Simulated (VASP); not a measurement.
```
CELL_PARAMETERS angstrom
      3.40811     0.00000     0.00000
      0.00000     3.40811     0.00000
      0.00000     0.00000     3.40811
ATOMIC_POSITIONS crystal
  Si 0.00000 0.00000 0.00000
  Ni 0.00000 0.50000 0.50000
  Ni 0.50000 0.00000 0.50000
  Ni 0.50000 0.50000 0.00000
```

Level of theory: LDA (Ceperley-Alder, Perdew-Zunger), VASP's LDA PAW potentials (set 64) (plane waves; VASP). Run with 500 eV cut-off, 9×9×9 Γ-centred mesh, first-order Methfessel-Paxton smearing of 0.10 eV, potentials Si Ni.

### Question
The ions, cell shape and volume at an external pressure of 10.0 GPa are relaxed. What does this cell relax into?

### Answer

```
CELL_PARAMETERS angstrom
      3.38874     0.00000     0.00000
      0.00000     3.38874     0.00000
      0.00000     0.00000     3.38874
ATOMIC_POSITIONS crystal
  Si 0.00000 0.00000 0.00000
  Ni 0.00000 0.50000 0.50000
  Ni 0.50000 0.00000 0.50000
  Ni 0.50000 0.50000 0.00000
```
Space group Pm-3m (221), at a tolerance of 0.03 Å.

### Question
How do energy and volume change from the first to the last step?

### Answer
The energy (σ→0) changes by +7.7 meV/atom and the volume by -1.7 %, in 3 ionic steps.

```json
[
 {"step": "1", "E(σ→0) (eV)": "-27.9122", "max force (eV/Å)": "0.000", "pressure (GPa)": "4.85", "volume (Å³)": "39.59"},
 {"step": "2", "E(σ→0) (eV)": "-27.7792", "max force (eV/Å)": "0.000", "pressure (GPa)": "19.37", "volume (Å³)": "37.79"},
 {"step": "3", "E(σ→0) (eV)": "-27.8812", "max force (eV/Å)": "0.000", "pressure (GPa)": "9.97", "volume (Å³)": "38.91"}
]
```

The compound is Ni3Si in the L1_2 structure. This run relaxes it under an external pressure of 10 GPa. Symmetry was kept, so distortions that lower it aren't found. The run is not spin-polarised, so no magnetic state was tried.
